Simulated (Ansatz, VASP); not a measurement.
# Cross-check of HfPbSO2 between VASP and Ansatz, part 2 of 2

Aim: how closely do two programs agree when they are given the same cell, functional and k mesh? The cell is generated by rule, not measured, and may not be a known phase. The cell is taken from a series of runs on this material, whose earlier steps may have relaxed, scaled, displaced or heated it; both programs get it as it stands.

VASP 6.6.1 and Ansatz 0.2.0.

So far: The structure; VASP: relaxation of cell and atoms, PBEsol.

The structure was built from a prototype and need not be the compound's stable phase.

### 3. Ansatz: relaxation of cell and atoms, PBEsol

Level of this step: Ansatz beside VASP: Kohn-Sham DFT, plane waves, PBEsol (Ansatz).

Ansatz runs on its default PAW (the set named soft_2) files.

The same cell, functional and mesh now go to Ansatz, which takes its cutoff from its data sets.

input.yaml reads:

```yaml
crystal:
  lattice:
    - [5.112178333, 0.0, 0.0]
    - [0.0, 4.0961771875, 0.0]
    - [0.0, 0.0, 4.0961771875]
  atoms:
    - { symbol: Hf, position: [0.5, 0.5, 0.5] }
    - { symbol: Pb, position: [0.0, 0.0, 0.0] }
    - { symbol: S, position: [0.0, 0.5, 0.5] }
    - { symbol: O, position: [0.5, 0.0, 0.5] }
    - { symbol: O, position: [0.5, 0.5, 0.0] }
kpoints:
  mp_grid: { grid: [10, 12, 12] }
hamiltonian:
  xc: pbesol
scf:
  occupations: { method: fixed }
output:
  forces: true
  stress: true
  eigenvalues: true
relax:
  adjacent_minimum: "off"
  f_tol: 0.001
  max_steps: 60
  cell: { stress_tol: 0.01 }
```

Run with:

```console
$ ansatz run input.yaml --threads 8 --pin off --max-ram 14336MiB --backend cpu --events-out ev --progress --plain --runs-dir out
```

Numbers of over 12 decimals in the logs are rounded to 6 here.

What it wrote:

```text
Engine: ansatz 0.2.0, x86_64-unknown-linux-gnu
Pseudopotentials: kind: paw
Pseudopotential: Hf, paw, valence charge 26, recommended cutoff 420 eV (normal), Hf.paw.azcp
Pseudopotential: Pb, paw, valence charge 14, recommended cutoff 420 eV (normal), Pb.paw.azcp
Pseudopotential: S, paw, valence charge 6, recommended cutoff 420 eV (normal), S.paw.azcp
Pseudopotential: O, paw, valence charge 6, recommended cutoff 420 eV (normal), O.paw.azcp
Functional definition: PBEsol
  exchange = pbesol_x
  correlation = pbesol_c
Crystal: 5 atoms, lattice volume = 85.776 Å³
Basis set: ecut = 420 eV, 1673 PW (Γ), exchange–correlation on 72×60×60 points (8 copies of the dense FFT grid, shifted against one another)
Bands: 35, of which v1, the nominal top of the filled ones, is band 29 counted from 1 (28 counted from 0)
Symmetry: 16 space group operations
Space group: P4/mmm (ITA 123), of the structure as read, at distance tolerance 4.4e-5 Å
k-points: 168 of 1440
Non-local potential: Hf, projectors of the file, l = 0: 3, l = 1: 2, l = 2: 2, l = 3: 3
Non-local potential: Pb, projectors of the file, l = 0: 2, l = 1: 2, l = 2: 2, l = 3: 2
Non-local potential: S, projectors of the file, l = 0: 2, l = 1: 2, l = 2: 2
Non-local potential: O, projectors of the file, l = 0: 2, l = 1: 2, l = 2: 1
PAW form: soft (Blöchl's): semilocal exchange-correlation on the pseudo side does not see the compensation charge
PAW frozen core: Hf, regenerated for the run's functional, and the local potential with it (the file was generated under x = pbe(κ = 0.804, μ = 0.219515), c = pbe(β = 0.066725))
PAW frozen core: Pb, regenerated for the run's functional, and the local potential with it (the file was generated under x = pbe(κ = 0.804, μ = 0.219515), c = pbe(β = 0.066725))
PAW frozen core: S, regenerated for the run's functional, and the local potential with it (the file was generated under x = pbe(κ = 0.804, μ = 0.219515), c = pbe(β = 0.066725))
PAW frozen core: O, regenerated for the run's functional, and the local potential with it (the file was generated under x = pbe(κ = 0.804, μ = 0.219515), c = pbe(β = 0.066725))
PAW one-centre angular grid: Hf, 590 points (default); XC on 64 Gauss nodes
PAW one-centre angular grid: Pb, 590 points (default); XC on 64 Gauss nodes
PAW one-centre angular grid: S, 110 points (default); XC on 64 Gauss nodes
PAW one-centre angular grid: O, 110 points (default); XC on 64 Gauss nodes
Initial density: superposition of atomic densities (neutral atoms: chi_scale 0, normalization atom), corrected by the library's trained network
Initial wavefunctions: pseudopotential atomic-orbital guess
Functional: x = pbesol(κ = 0.804, μ = 0.123457), c = pbesol(β = 0.046)
SCF iter   1: F=—  HF=-29364.466572 eV  |F-HF|=—  |Δ(HF+E_count)|=         —  Δρ=1.18e-2  dr2=1.20e-1  ethr=1.77e-3  ⟨swp⟩=4.9  Hψ=19705  notcnv=0  defer=616
preconditioner: auto → Resta (q_TF=auto, 2.556 Å⁻¹)  ε∞=4.6  [insulator: Δε(μ)=1.240 eV  Ē_g=15.716 eV  n_scr=28 (ndim 8)  ℏωp=30.0 eV  f_vac=0.013  ε∞_Penn≈4.6]
SCF iter   2: F=—  HF=-29364.438878 eV  |F-HF|=—  |Δ(HF+E_count)|=   2.77e-2  Δρ=3.50e-3  dr2=1.75e-2  ethr=2.07e-4  ⟨swp⟩=2.0  Hψ=10275  notcnv=0  defer=655
SCF iter   3: F=—  HF=-29364.435120 eV  |F-HF|=—  |Δ(HF+E_count)|=   3.76e-3  Δρ=1.64e-3  dr2=4.24e-3  ethr=3.02e-5  ⟨swp⟩=2.0  Hψ=7400  notcnv=0  defer=666
SCF iter   4: F=—  HF=-29364.434019 eV  |F-HF|=—  |Δ(HF+E_count)|=   1.10e-3  Δρ=7.72e-4  dr2=1.16e-3  ethr=7.32e-6  ⟨swp⟩=2.3  Hψ=8274  notcnv=0  defer=667
SCF iter   5: F=—  HF=-29364.433613 eV  |F-HF|=—  |Δ(HF+E_count)|=   4.05e-4  Δρ=2.36e-4  dr2=1.46e-4  ethr=2.01e-6  ⟨swp⟩=2.0  Hψ=8744  notcnv=0  defer=661
SCF iter   6: F=—  HF=-29364.433540 eV  |F-HF|=—  |Δ(HF+E_count)|=   7.28e-5  Δρ=9.13e-5  dr2=1.27e-5  ethr=2.52e-7  ⟨swp⟩=2.0  Hψ=10230  notcnv=0  defer=448
SCF iter   7: F=—  HF=-29364.433565 eV  |F-HF|=—  |Δ(HF+E_count)|=   2.50e-5  Δρ=2.27e-5  dr2=7.88e-7  ethr=2.19e-8  ⟨swp⟩=2.0  Hψ=9517  notcnv=0  defer=279
SCF iter   8: F=-29364.433566 eV  HF=-29364.433566 eV  |F-HF|=2.48e-8  |Δ(HF+E_count)|=   3.04e-7  Δρ=5.17e-6  dr2=2.77e-8  ethr=1.72e-10  ⟨swp⟩=8.9  Hψ=33514  notcnv=0
SCF 1 converged in 8 iterations: F = -29364.433566 eV  dr2 = 2.77e-8
  greatest PAW one-centre occupation: 0.999 electrons in one spin orbital (limit 2), on the Hf atom at site 0 (counted from 0), in its partial waves of l = 3
relax step   1: F+E_penalty+E_count = -29364.43356566 eV  Δ(F+E_penalty+E_count) = +0.000e0 eV  max|allowed force component| = 5.382e-28 eV/Å  Δτ_max = 0.0000 Å  P = -0.006 GPa  Ω = 85.776 Å³  (8 SCF iters, dr2 threshold 1.00e-7 eV, accepted)
Initial density: handed on by an earlier stage of this run
Initial wavefunctions: pseudopotential atomic-orbital guess (no wavefunctions were taken with the density)
iter 1 solved again at ethr=1.20e-7 eV; its pass at ethr=3.10e-3 eV (dr2=6.95e-5 eV) is discarded
SCF iter   1: F=—  HF=-29364.433542 eV  |F-HF|=—  |Δ(HF+E_count)|=         —  Δρ=6.96e-6  dr2=3.25e-8  ethr=1.20e-7  ⟨swp⟩=3.5  Hψ=35817  notcnv=0  defer=651
preconditioner: auto → Resta (q_TF=auto, 2.556 Å⁻¹)  ε∞=4.7  [insulator: Δε(μ)=1.335 eV  Ē_g=15.704 eV  n_scr=28 (ndim 8)  ℏωp=30.0 eV  f_vac=0.010  ε∞_Penn≈4.7]
SCF iter   2: F=—  HF=-29364.433566 eV  |F-HF|=—  |Δ(HF+E_count)|=   2.32e-5  Δρ=3.98e-6  dr2=1.52e-8  ethr=5.61e-11  ⟨swp⟩=3.1  Hψ=14303  notcnv=0  defer=597
SCF iter   3: F=—  HF=-29364.433566 eV  |F-HF|=—  |Δ(HF+E_count)|=   1.36e-8  Δρ=2.23e-6  dr2=5.37e-9  ethr=2.61e-11  ⟨swp⟩=2.0  Hψ=7736  notcnv=0  defer=597
SCF iter   4: F=—  HF=-29364.433566 eV  |F-HF|=—  |Δ(HF+E_count)|=   3.21e-9  Δρ=1.94e-6  dr2=1.86e-9  ethr=9.26e-12  ⟨swp⟩=2.0  Hψ=9510  notcnv=0  defer=597
SCF iter   5: F=—  HF=-29364.433566 eV  |F-HF|=—  |Δ(HF+E_count)|=    0.00e0  Δρ=8.53e-7  dr2=2.34e-10  ethr=3.21e-12  ⟨swp⟩=2.0  Hψ=9419  notcnv=0  defer=597
SCF iter   6: F=—  HF=-29364.433566 eV  |F-HF|=—  |Δ(HF+E_count)|=  8.73e-11  Δρ=5.65e-8  dr2=5.46e-12  ethr=1.00e-12  ⟨swp⟩=1.3  Hψ=5658  notcnv=0  defer=597
SCF iter   7: F=-29364.433566 eV  HF=-29364.433566 eV  |F-HF|=3.64e-12  |Δ(HF+E_count)|=  3.64e-12  Δρ=3.02e-8  dr2=5.53e-13  ethr=1.00e-12  ⟨swp⟩=11.0  Hψ=33134  notcnv=0
SCF 2 converged in 7 iterations: F = -29364.433566 eV  dr2 = 5.53e-13
relax step   2: F+E_penalty+E_count = -29364.43356567 eV  Δ(F+E_penalty+E_count) = -6.730e-9 eV  max|allowed force component| = 5.531e-28 eV/Å  Δτ_max = 0.0000 Å  P = -0.006 GPa  Ω = 85.776 Å³  stress off target by 7.58e-3 GPa  SCF on the basis re-selected at this cell (its energy is not comparable with the rows above)  (7 SCF iters)
basis re-selected at this cell: Δ(F+E_penalty+E_count) = -6.730e-9 eV, ΔP = +0.000 GPa vs the last step (what re-selecting the basis moved, of the pressure what is left beyond the Pulay correction that the steps carried, after the strain that the cell walked since its last selection, with what the two solves' SCF thresholds leave and, on support functions, any second-order correction that the steps lacked; it is no m [...]
SCF converged after 7 iterations
Free energy (F): -29364.433566 eV
Harris-Foulkes:  -29364.433566 eV  (|F-HF|=3.64e-12)
Internal energy: -29364.433566 eV  (E = F + TS)
E sigma→0 (E₀):  -29364.433566 eV
Fermi energy:    10.665416 eV
--- Per-component energies (eV) ---
  E_band       = -150.010076
  E_kinetic    = 1162.934752
  E_local      = -8730.944568  (includes V_loc(G=0)·N_el)
  E_nonlocal   = -759.569102
  E_hartree    = 3918.188521
  E_xc         = -758.868563
  E_vxc        = -673.194058  (∫ρ·V_xc dr)
  E_paw        = -17948.410859  (= ΣΔE_a)
  E_vpaw       = 1014.380922  (= ΣTr[D̂ρ^β])
  E_aug_tail   = 0.004916  (compensation charges beyond the density's cutoff)
  E_ewald      = -6249.214397
  E_core_change = 1.445733  (= ΣΔE_core)
  E_smearing   = -0.000000  (= −TS)
  E_closure    = 0.000000  (closes the sum)
  Σ components = -29364.433566   (vs F -29364.433566, Δ=0.00e0)
--- Forces (eV/Å), atoms counted from 1 ---
  atom   1  Hf    -0.00000000    -0.00000000    -0.00000000
  atom   2  Pb     0.00000000     0.00000000    -0.00000000
  atom   3  S     -0.00000000     0.00000000    -0.00000000
  atom   4  O     -0.00000000     0.00000000     0.00000000
  atom   5  O     -0.00000000     0.00000000     0.00000000
  max |Σ_I F_I| component: 8.32e-28 eV/Å
--- Stress (GPa, compression-positive) ---
       -0.003692       0.000000       0.000000
        0.000000      -0.007583      -0.000000
        0.000000      -0.000000      -0.007583
  P = ⅓ Tr σ = -0.0063 GPa (-0.063 kbar)
--- Band table (eV; the first three rows and the last of 168) ---
  k-point 0: bands = [... 25 lower, 9.1767, 9.8795, 9.9152, 9.9152, 13.0212, 13.0212, 14.2505, 14.3143, ... 2 higher]
  k-point 1: bands = [... 25 lower, 9.0900, 9.7428, 9.8209, 9.8468, 13.0288, 13.1919, 14.2546, 14.4621, ... 2 higher]
  k-point 2: bands = [... 25 lower, 9.0358, 9.4512, 9.7047, 9.7410, 13.0496, 13.5275, 14.2461, 14.7887, ... 2 higher]
  k-point 167: bands = [... 25 lower, 6.6768, 9.2305, 9.2305, 10.5232, 14.3209, 16.2826, 16.2826, 16.7161, ... 2 higher]
--- Relaxed structure (1 steps of the walk, 1 accepted, 1 SCFs on fresh bases) ---
  F+E_penalty+E_count = -29364.43356567 eV   max|allowed force component| = 5.531e-28 eV/Å   (the final SCF, on the basis selected at the relaxed cell)
  cell:  # Å, volume = 85.7755 Å³
    - [5.112178333, 0.0, 0.0]
    - [0.0, 4.0961771875, 0.0]
    - [0.0, 0.0, 4.0961771875]
  atoms:
    - { symbol: Hf, position: [0.5, 0.500000, 0.500000] }
    - { symbol: Pb, position: [0.0, 0.0, 0.0] }
    - { symbol: S, position: [0.0, 0.500000, 0.500000] }
    - { symbol: O, position: [0.5, 0.0, 0.500000] }
    - { symbol: O, position: [0.5, 0.500000, 0.0] }
```

### 4. Side by side

Known differences besides the potentials themselves: fixed occupations in Ansatz, narrow Gaussian smearing in VASP; the data sets hold 58 valence electrons in Ansatz (on its default PAW (the set named soft_2) files) and 42 in VASP; the cutoff is 420 eV in Ansatz and 600 eV in VASP; Ansatz makes its cores anew for this functional, VASP keeps those of its PBE data sets; Ansatz adds a Pulay correction to the stress that steers its cell, VASP none. Total energies have different zeros and are not compared.

Both answers:

```tsv
quantity	Ansatz	VASP	difference
volume (Å³)	85.78	85.18	+0.69 %
edge a after relaxation, in the typed setting (Å)	5.112	5.102	+0.21 %
edge b after relaxation, in the typed setting (Å)	4.096	4.086	+0.24 %
```

### 5. Results

```
difference in volume (relaxation of cell and atoms, PBEsol) : 0.69 %
```

In words: The difference in volume is 0.69 % (relaxation of cell and atoms, PBEsol), within the 1.2 % picked in this series as the mark of a large difference, as far as the stopping tolerances let one tell. The data sets hold unlike numbers of valence electrons (58 in Ansatz and 42 in VASP), so part of the differences comes from the potentials. How closely two codes agree says nothing of how well the functional describes the real material.

[Lines on the potential files, build, host, timing and source positions are cut from VASP's logs without a mark.]

[Logs are printed without paths, hosts, clocks, repeated set-up lines and the standing remarks that a program may print on its own settings, such as how far it seeks lower states.]

[Hosts, paths, dates, database ids (printed as entryN), source tags and the programs' standing remarks are cut or masked in the printed files.]
